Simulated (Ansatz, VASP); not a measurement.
# Cross-check of HfO2 between VASP and Ansatz

Wanted: the spread between two codes on one cell, functional and k mesh. The cell is taken from a series of runs on this material, whose earlier steps may have relaxed, scaled, displaced or heated it; both programs get it as it stands.

Calculated with Ansatz 0.2.0; plane waves, with VASP 6.6.1 beside it; zone-centre phonons at LDA.

## (1) The starting structure

The structure is tetragonal, space group I4/mmm (No. 139). Conventional cell: a = 3.543 Å, b = 3.543 Å, c = 4.952 Å, α = 90.00°, β = 90.00°, γ = 90.00°. Nearest to O lie 4 Hf at 2.16 Å. Nearest to Hf lie 8 O at 2.16 Å. Farther neighbours and most contacts between anions are not listed.

As a file:

```cif
data_structure
_symmetry_space_group_name_H-M 'P 1'
_symmetry_Int_Tables_number 1
_cell_length_a 3.5221
_cell_length_b 3.5221
_cell_length_c 3.5427
_cell_angle_alpha 59.806
_cell_angle_beta 59.806
_cell_angle_gamma 60.388
_cell_volume 31.07
loop_
_atom_site_label
_atom_site_type_symbol
_atom_site_fract_x
_atom_site_fract_y
_atom_site_fract_z
_atom_site_occupancy
O1 O 0.25000 0.25000 0.25000 1
O2 O 0.75000 0.75000 0.75000 1
Hf3 Hf 0.00000 0.00000 0.00000 1
```

## (2) VASP: zone-centre phonons, LDA

Second derivatives magnify differences that forces hide, and they need a tight electronic threshold.

Lines of VASP's logs that name or quote its potential files are left out, and so is its time.

Contents of INCAR:

```
SYSTEM = HfO2
PREC = Accurate
ENCUT = 600
EDIFF = 1E-08
NELM = 120
ISMEAR = 0
SIGMA = 0.01
LREAL = .FALSE.
ALGO = Normal
GGA = PW92
NBANDS = 17
LASPH = .TRUE.
LORBIT = 11
LWAVE = .FALSE.
LCHARG = .FALSE.
ISIF = 2
IBRION = 8
LEPSILON = .TRUE.
GGA_COMPAT = .FALSE.
EFERMI = MIDGAP
KPAR = 2
```

Contents of POSCAR:

```
HfO2
1.0
    0.0000000000      2.5050955104      2.4758575867
    2.5050955104      0.0000000000      2.4758575867
    2.5050955104      2.5050955104      0.0000000000
O Hf
2 1
Direct
    0.2500000000      0.2500000000      0.2500000000
    0.7500000000      0.7500000000      0.7500000000
    0.0000000000      0.0000000000      0.0000000000
```

Contents of KPOINTS:

```
Automatic mesh
0
Gamma
8 8 8
0 0 0
```

Potentials, in the order of the species: O and Hf_pv (LDA family, release 64).

Started as:

```bash
> mpirun -np 2 vasp_std
```

Numbers of over 12 decimals in the logs are rounded to 6 here.

The log of the run:

```text
[banner, memory and clock lines left out]
running    2 mpi-ranks, on    1 nodes
 distrk:  each k-point on    1 cores,    2 groups
 distr:  one band on    1 cores,    1 groups

 POSCAR found type information on POSCAR O Hf
 POSCAR found :  2 types and       3 ions
|                                                                             |
|               ----> ADVICE to this user running VASP <----                  |
|                                                                             |
|     You enforced a specific xc type in the INCAR file but a different       |
|     [... a line on the potential file left out ...]
|     I HOPE YOU KNOW WHAT YOU ARE DOING!                                     |
|                                                                             |

 LDA part: xc-table for (Slater(with rela. corr.)+PW92), standard interpolation
 POSCAR, INCAR and KPOINTS ok, starting setup
 FFT: planning ... GRIDC
 FFT: planning ... GRID_SOFT
 FFT: planning ... GRID
 WAVECAR not read
 entering main loop
       N       E                     dE             d eps       ncg     rms          rms(c)
DAV:   1     0.939560610955E+02    0.93956E+02   -0.13801E+04  2014   0.144E+03
DAV:   2    -0.350359480542E+02   -0.12899E+03   -0.12529E+03  2634   0.311E+02
DAV:   3    -0.386721959736E+02   -0.36362E+01   -0.36274E+01  2344   0.470E+01
DAV:   4    -0.386921808820E+02   -0.19985E-01   -0.19979E-01  2633   0.378E+00
DAV:   5    -0.386923115844E+02   -0.13070E-03   -0.13070E-03  2361   0.280E-01    0.547E+01
DAV:   6    -0.332984009793E+02    0.53939E+01   -0.22198E+01  2050   0.341E+01    0.462E+01
DAV:   7    -0.331492823707E+02    0.14912E+00   -0.70122E-01  2289   0.723E+00    0.305E+01
DAV:   8    -0.331015765036E+02    0.47706E-01   -0.21053E-01  2062   0.433E+00    0.809E+00
DAV:   9    -0.330866098219E+02    0.14967E-01   -0.41345E-02  2105   0.178E+00    0.247E+00
DAV:  10    -0.330862862467E+02    0.32358E-03   -0.21870E-03  2483   0.364E-01    0.708E-02
DAV:  11    -0.330862794817E+02    0.67650E-05   -0.12161E-04  2403   0.901E-02    0.581E-02
DAV:  12    -0.330862800964E+02   -0.61475E-06   -0.60823E-06  2497   0.195E-02    0.209E-02
DAV:  13    -0.330862801529E+02   -0.56497E-07   -0.16893E-07  2524   0.368E-03    0.264E-03
DAV:  14    -0.330862801550E+02   -0.20539E-08   -0.29641E-09  1563   0.522E-04
   1 F= -.33086280E+02 E0= -.33086280E+02  d E =0.000000E+00
 Linear response reoptimize wavefunctions to high precision
DAV:   1    -0.330862801553E+02   -0.28263E-09   -0.10040E-09  1625   0.302E-04
DAV:   2    -0.330862801552E+02    0.30241E-10   -0.11033E-10  1143   0.866E-05
 Linear response G [H, r] |phi>, progress :
  Direction:   1
       N       E                     dE             d eps       ncg     rms
RMM:   1    -0.916748250035E+02   -0.91675E+02    0.72753E+02  2947   0.188E+02
RMM:   2    -0.898665971681E+02    0.18082E+01   -0.18310E+01  3217   0.290E+01
RMM:   3    -0.898922317114E+02   -0.25635E-01   -0.87292E-01  4002   0.392E+00
RMM:   4    -0.898994041631E+02   -0.71725E-02   -0.63587E-02  4100   0.844E-01
RMM:   5    -0.899000677177E+02   -0.66355E-03   -0.38614E-03  4141   0.188E-01
RMM:   6    -0.899000961156E+02   -0.28398E-04   -0.38015E-04  4142   0.474E-02
RMM:   7    -0.899000978911E+02   -0.17756E-05   -0.53498E-05  4149   0.141E-02
RMM:   8    -0.899000980597E+02   -0.16855E-06    0.73852E-04  3850   0.512E-03
RMM:   9    -0.899000980743E+02   -0.14580E-07    0.36993E-04  3675   0.307E-03
RMM:  10    -0.899000981360E+02   -0.61749E-07    0.13356E-04  3485   0.250E-03
RMM:  11    -0.899000979516E+02    0.18436E-06    0.65514E-06  3179   0.234E-03
RMM:  12    -0.899000979499E+02    0.17360E-08    0.36181E-05  2957   0.228E-03
RMM:  13    -0.899000979658E+02   -0.15843E-07   -0.23020E-05  2858   0.227E-03
RMM:  14    -0.899000980390E+02   -0.73250E-07   -0.10004E-04  2792   0.226E-03
 Linear response G [H, r] |phi>, progress :
  Direction:   2
       N       E                     dE             d eps       ncg     rms
RMM:   1    -0.887671948569E+02   -0.88767E+02    0.70407E+02  2983   0.184E+02
RMM:   2    -0.883014422946E+02    0.46575E+00   -0.16662E+01  3205   0.277E+01
RMM:   3    -0.883243269209E+02   -0.22885E-01   -0.73211E-01  3970   0.370E+00
RMM:   4    -0.883277795900E+02   -0.34527E-02   -0.46915E-02  4056   0.789E-01
RMM:   5    -0.883282891410E+02   -0.50955E-03   -0.46908E-03  4124   0.194E-01
RMM:   6    -0.883283307367E+02   -0.41596E-04   -0.43656E-04  4124   0.486E-02
RMM:   7    -0.883283330807E+02   -0.23440E-05   -0.57992E-05  4106   0.136E-02
RMM:   8    -0.883283336286E+02   -0.54797E-06    0.31836E-05  3784   0.518E-03
RMM:   9    -0.883283333957E+02    0.23296E-06   -0.45504E-05  3606   0.297E-03
RMM:  10    -0.883283331415E+02    0.25418E-06   -0.89413E-05  3441   0.238E-03
[...]
RMM:   6    -0.383619124390E+00   -0.93342E-03   -0.16114E-05  3534   0.284E-02    0.308E-02
RMM:   7    -0.383681990718E+00   -0.62866E-04   -0.13600E-06  3517   0.744E-03    0.669E-03
RMM:   8    -0.383691343609E+00   -0.93529E-05   -0.14222E-07  3716   0.176E-03    0.929E-04
RMM:   9    -0.383691796516E+00   -0.45291E-06   -0.91230E-08  3565   0.512E-04    0.398E-04
RMM:  10    -0.383692872173E+00   -0.10757E-05    0.18733E-07  3226   0.187E-04    0.729E-05
[...]
Linear response progress:
  Degree of freedom:   2/  4
       N       E                     dE             d eps       ncg     rms          rms(c)
RMM:   1    -0.370564118570E+00   -0.37056E+00    0.21918E-01  6913   0.379E+00
RMM:   2    -0.358326736372E+00    0.12237E-01   -0.11177E-02  5010   0.695E-01    0.756E-01
RMM:   3    -0.359612132089E+00   -0.12854E-02   -0.92457E-04  4677   0.190E-01    0.452E-01
RMM:   4    -0.361776827861E+00   -0.21647E-02   -0.79347E-04  4740   0.183E-01    0.481E-02
RMM:   5    -0.361521582507E+00    0.25525E-03   -0.37497E-05  5447   0.365E-02    0.267E-02
RMM:   6    -0.361488731953E+00    0.32851E-04   -0.16335E-06  5826   0.613E-03    0.256E-02
RMM:   7    -0.361484577630E+00    0.41543E-05   -0.11512E-07  5768   0.151E-03    0.162E-02
RMM:   8    -0.361479603223E+00    0.49744E-05   -0.10384E-07  5352   0.222E-03    0.106E-02
RMM:   9    -0.361482825647E+00   -0.32224E-05   -0.29406E-08  5819   0.482E-04    0.355E-03
RMM:  10    -0.361483402356E+00   -0.57671E-06   -0.16882E-08  6202   0.155E-04    0.491E-04
RMM:  11    -0.361483471001E+00   -0.68645E-07   -0.50578E-08  6104   0.107E-04    0.775E-04
RMM:  12    -0.361483399384E+00    0.71616E-07   -0.50634E-08  6379   0.821E-05    0.181E-04
RMM:  13    -0.361483388573E+00    0.10811E-07   -0.61695E-08  6146   0.741E-05    0.134E-05
RMM:  14    -0.361483387105E+00    0.14680E-08   -0.53694E-08  5725   0.718E-05    0.168E-05
 first order change of Fermi-energy   0.18957E-03
 force on displaced ion       1 direction 3 :   0.000   0.000 -12.706
 Born effective charge ion    1 direction 3 :   0.000   0.000  -2.751
 Linear response progress:
  Degree of freedom:   3/  4
       N       E                     dE             d eps       ncg     rms          rms(c)
RMM:   1    -0.230138346500E+00   -0.23014E+00    0.22410E+00  3973   0.953E+00
RMM:   2    -0.222392473192E+00    0.77459E-02   -0.27732E-02  4862   0.113E+00    0.888E-01
RMM:   3    -0.221606675815E+00    0.78580E-03   -0.10089E-03  5900   0.151E-01    0.464E-01
RMM:   4    -0.221001185317E+00    0.60549E-03   -0.11257E-04  6417   0.596E-02    0.211E-01
RMM:   5    -0.220665107342E+00    0.33608E-03   -0.19483E-05  6611   0.273E-02    0.218E-02
RMM:   6    -0.220683369396E+00   -0.18262E-04   -0.25218E-06  6392   0.913E-03    0.170E-02
RMM:   7    -0.220687557049E+00   -0.41877E-05   -0.37266E-07  7071   0.221E-03    0.124E-02
RMM:   8    -0.220686318239E+00    0.12388E-05   -0.45163E-06  6705   0.855E-04    0.637E-04
RMM:   9    -0.220685965857E+00    0.35238E-06   -0.37051E-06  7301   0.357E-04    0.906E-05
RMM:  10    -0.220686268750E+00   -0.30289E-06   -0.23105E-06  6862   0.188E-04    0.162E-05
RMM:  11    -0.220686307388E+00   -0.38638E-07   -0.11802E-06  7220   0.132E-04    0.735E-05
RMM:  12    -0.220686314492E+00   -0.71043E-08   -0.59744E-07  7269   0.107E-04    0.452E-05
RMM:  13    -0.220686325560E+00   -0.11068E-07   -0.39115E-07  6543   0.972E-05    0.326E-05
RMM:  14    -0.220686328312E+00   -0.27528E-08   -0.27566E-07  5863   0.920E-05    0.145E-05
[...]
RMM:  21    -0.220686334040E+00   -0.77164E-10   -0.15651E-07  4858   0.866E-05    0.338E-07
RMM:  22    -0.220686334016E+00    0.23330E-10   -0.11307E-07  4848   0.867E-05    0.715E-07
RMM:  23    -0.220686334084E+00   -0.67410E-10   -0.15359E-07  4820   0.865E-05    0.365E-07
RMM:  24    -0.220686334176E+00   -0.91949E-10   -0.11242E-07  4816   0.867E-05    0.616E-07
RMM:  25    -0.220686334171E+00    0.49592E-11   -0.15266E-07  4797   0.865E-05    0.473E-07
RMM:  26    -0.220686334087E+00    0.83816E-10   -0.11119E-07  4802   0.867E-05    0.488E-07
RMM:  27    -0.220686334121E+00   -0.33861E-10   -0.15247E-07  4813   0.865E-05    0.510E-07
RMM:  28    -0.220686334170E+00   -0.49050E-10   -0.11207E-07  4801   0.867E-05    0.557E-07
 first order change of Fermi-energy   0.24943E-03
 force on displaced ion       3 direction 1 :  -6.333   0.000   0.000
 Born effective charge ion    3 direction 1 :   5.580   0.000   0.000
 Linear response progress:
  Degree of freedom:   4/  4
       N       E                     dE             d eps       ncg     rms          rms(c)
RMM:   1    -0.230259019839E+00   -0.23026E+00    0.22275E+00  2506   0.945E+00
RMM:   2    -0.222546917262E+00    0.77121E-02   -0.27982E-02  3024   0.113E+00    0.866E-01
RMM:   3    -0.221775479059E+00    0.77144E-03   -0.99642E-04  3590   0.149E-01    0.451E-01
RMM:   4    -0.221180806157E+00    0.59467E-03   -0.10990E-04  3894   0.584E-02    0.207E-01
RMM:   5    -0.220842786895E+00    0.33802E-03   -0.19641E-05  4043   0.275E-02    0.210E-02
RMM:   6    -0.220859239998E+00   -0.16453E-04   -0.24449E-06  3900   0.893E-03    0.165E-02
RMM:   7    -0.220863750708E+00   -0.45107E-05   -0.61253E-07  4288   0.211E-03    0.123E-02
RMM:   8    -0.220862705567E+00    0.10451E-05   -0.55028E-06  4055   0.816E-04    0.712E-04
RMM:   9    -0.220862360895E+00    0.34467E-06   -0.58928E-06  4450   0.345E-04    0.335E-05
RMM:  10    -0.220862684848E+00   -0.32395E-06   -0.32572E-06  4133   0.178E-04    0.442E-05
RMM:  11    -0.220862727159E+00   -0.42311E-07   -0.15893E-06  4390   0.121E-04    0.672E-05
RMM:  12    -0.220862735215E+00   -0.80563E-08   -0.87184E-07  4384   0.981E-05    0.334E-05
RMM:  13    -0.220862747494E+00   -0.12278E-07   -0.50341E-07  3872   0.888E-05    0.235E-05
RMM:  14    -0.220862751105E+00   -0.36115E-08   -0.30666E-07  3426   0.837E-05    0.857E-06
RMM:  15    -0.220862754693E+00   -0.35881E-08   -0.21148E-07  3240   0.817E-05    0.773E-07
RMM:  16    -0.220862754583E+00    0.11000E-09   -0.14040E-07  3060   0.803E-05    0.249E-06
RMM:  17    -0.220862755073E+00   -0.48983E-09   -0.12635E-07  2983   0.799E-05    0.168E-06
RMM:  18    -0.220862755480E+00   -0.40731E-09   -0.11993E-07  2934   0.796E-05    0.906E-07
RMM:  19    -0.220862756014E+00   -0.53391E-09   -0.10331E-07  2884   0.795E-05    0.465E-07
RMM:  20    -0.220862755984E+00    0.30035E-10   -0.11111E-07  2850   0.793E-05    0.365E-07
RMM:  21    -0.220862756047E+00   -0.63250E-10   -0.10577E-07  2830   0.793E-05    0.220E-07
RMM:  22    -0.220862756029E+00    0.17988E-10   -0.12422E-07  2833   0.792E-05    0.286E-07
RMM:  23    -0.220862756130E+00   -0.10104E-09   -0.98700E-08  2798   0.792E-05    0.476E-07
 first order change of Fermi-energy  -0.30878E-03
 force on displaced ion       3 direction 3 :   0.000   0.000  -6.409
 Born effective charge ion    3 direction 3 :   0.000   0.000   5.501
 Born effective charges drift removed
 Linear response finished
```

(Continued in part 2 of 2.)

[Lines on the potential files, build, host, timing and source positions are cut from VASP's logs without a mark.]

[Logs are printed without paths, hosts, clocks, repeated set-up lines and the standing remarks that a program may print on its own settings, such as how far it seeks lower states.]

[Hosts, paths, dates, database ids (printed as entryN), source tags and the programs' standing remarks are cut or masked in the printed files.]
